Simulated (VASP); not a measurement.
Given:

```xyz
1
Lattice="-1.3737 1.3737 1.3737 1.3737 -1.3737 1.3737 1.3737 1.3737 -1.3737" Properties=species:S:1:pos:R:3 pbc="T T T"
Fe     0.0000     0.0000     0.0000
```
Starting moments (μB, in the order of the record's atoms Fe): 2.1.

All values below come from rev-vdW-DF2, VASP's PBE PAW potentials (set 64) (plane waves; VASP). Settings: 520 eV cut-off, 18×18×18 Γ-centred mesh, first-order Methfessel-Paxton smearing of 0.10 eV, potentials Fe.

Problem. The job: Fe (bcc), 1 atom, rev-vdW-DF2, static run, 520 eV, 18×18×18 Γ-centred mesh. Roughly how much core time does it take on a busy server core?

Solution. About 30 core-seconds (one run on a shared machine, a rough figure). It had 195 irreducible k-points, 9 bands, up to 321 plane waves and 15 electronic steps.

The compound is Fe in the bcc structure. This cell is one point of a volume scan, at 0.94 of the reference volume.
